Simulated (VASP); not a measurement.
These are RPBE GGA, VASP's PBE PAW potentials (set 64) (plane waves; VASP) values and carry that method's errors.

The input files of a VASP run:

**INCAR**
```
SYSTEM = SnO
PREC = Accurate
ENCUT = 520
EDIFF = 1E-7
NELM = 100
ALGO = Normal
LREAL = .FALSE.
LASPH = .TRUE.
ISMEAR = 0
SIGMA = 0.05
GGA = RP
LMAXMIX = 4
LWAVE = .FALSE.
LCHARG = .FALSE.
LORBIT = 11
ICHARG = 11
```

**KPOINTS**
```
k-points along high-symmetry lines
10
Line-mode
Reciprocal
  0.000000   0.000000   0.000000 ! GAMMA
  0.000000   0.500000   0.000000 ! X

  0.000000   0.500000   0.000000 ! X
  0.500000   0.500000   0.000000 ! M

  0.500000   0.500000   0.000000 ! M
  0.000000   0.000000   0.000000 ! GAMMA

  0.000000   0.000000   0.000000 ! GAMMA
  0.000000   0.000000   0.500000 ! Z

  0.000000   0.000000   0.500000 ! Z
  0.000000   0.500000   0.500000 ! R

  0.000000   0.500000   0.500000 ! R
  0.500000   0.500000   0.500000 ! A

  0.500000   0.500000   0.500000 ! A
  0.000000   0.000000   0.500000 ! Z

  0.000000   0.500000   0.000000 ! X
  0.000000   0.500000   0.500000 ! R

  0.500000   0.500000   0.000000 ! M
  0.500000   0.500000   0.500000 ! A
```

File POSCAR:
```
SnO
10.9005430
  0.3589206403   0.0000000000   0.0000000000
  0.0000000000   0.3589206403   0.0000000000
  0.0000000000   0.0000000000   0.4999999925
Sn O
2 2
Direct
  0.5000000000   0.0000000000   0.7858585868
  0.0000000000   0.5000000000   0.2141414132
  0.5000000000   0.5000000000   0.0000000000
  0.0000000000   0.0000000000   0.0000000000
```

POTCAR, in this order: Sn_d O (PBE.64 set). Program: vasp_std. Read from the step before: CHGCAR.

What VASP printed:

**OSZICAR**
```
       N       E                     dE             d eps       ncg     rms          rms(c)
DAV:   1     0.386039723255E+03    0.38604E+03   -0.20661E+04  4384   0.241E+03
DAV:   2     0.345787932693E+02   -0.35146E+03   -0.34593E+03  4568   0.570E+02
DAV:   3    -0.187172920112E+02   -0.53296E+02   -0.52233E+02  5416   0.187E+02
DAV:   4    -0.208283414610E+02   -0.21110E+01   -0.21095E+01  4712   0.416E+01
DAV:   5    -0.208921852410E+02   -0.63844E-01   -0.63834E-01  5872   0.717E+00
DAV:   6    -0.208940787244E+02   -0.18935E-02   -0.18934E-02  5680   0.107E+00
DAV:   7    -0.208941363464E+02   -0.57622E-04   -0.57622E-04  6400   0.156E-01
DAV:   8    -0.208941369559E+02   -0.60945E-06   -0.60937E-06  5776   0.180E-02
DAV:   9    -0.208941369668E+02   -0.10979E-07   -0.11048E-07  4192   0.258E-03
   1 F= -.20894137E+02 E0= -.20894137E+02  d E =-.124671E-10
```

### OUTCAR
```
 val. band max:        5.1691254479   @ k =   0.0000   0.0000   0.0000

 cond. band min:       6.2732371743   @ k =   0.5000   0.5000   0.0000



 k-point     1 :       0.0000    0.0000    0.0000
  band No.  band energies     occupation
      1     -16.3977      2.00000
      2     -16.0865      2.00000
      3     -16.0724      2.00000
      4     -16.0724      2.00000
      5     -16.0606      2.00000
      6     -16.0367      2.00000
      7     -16.0266      2.00000
      8     -16.0105      2.00000
      9     -15.9949      2.00000
     10     -15.9949      2.00000
     11     -14.1621      2.00000
     12     -12.0033      2.00000
     13      -1.9802      2.00000
     14      -0.4145      2.00000
     15      -0.2412      2.00000
     16      -0.2412      2.00000
     17       2.3088      2.00000
     18       2.5694      2.00000
     19       2.5694      2.00000
     20       5.1691      2.00000
     21       6.9652      0.00000
     22       8.9044      0.00000
     23      10.4896      0.00000
     24      10.5161      0.00000

 k-point     2 :       0.0000    0.0556    0.0000
  band No.  band energies     occupation
      1     -16.3963      2.00000
      2     -16.0859      2.00000
      3     -16.0724      2.00000
      4     -16.0720      2.00000
      5     -16.0610      2.00000
      6     -16.0360      2.00000
      7     -16.0265      2.00000
      8     -16.0168      2.00000
      9     -15.9951      2.00000
     10     -15.9949      2.00000
     11     -14.1418      2.00000
     12     -12.0164      2.00000
     13      -1.9855      2.00000
     14      -0.4208      2.00000
     15      -0.2324      2.00000
     16      -0.2229      2.00000
     17       2.2593      2.00000
     18       2.5439      2.00000
     19       2.5520      2.00000
     20       5.1690      2.00000
     21       7.0589      0.00000
     22       8.9420      0.00000
     23      10.2869      0.00000
     24      10.3892      0.00000

...
```

The density is held fixed in this step, so its total energy and stress have no physical meaning. Without a dispersion term in the relaxation, distances and binding between the weakly bound layers, chains or molecules are unreliable, and so is what depends on them. Unless said otherwise, spin-orbit coupling is left out, though it shifts the bands of the heavy elements here.

The compound is SnO in the litharge structure. It was relaxed first, which changed the volume by +19 %.
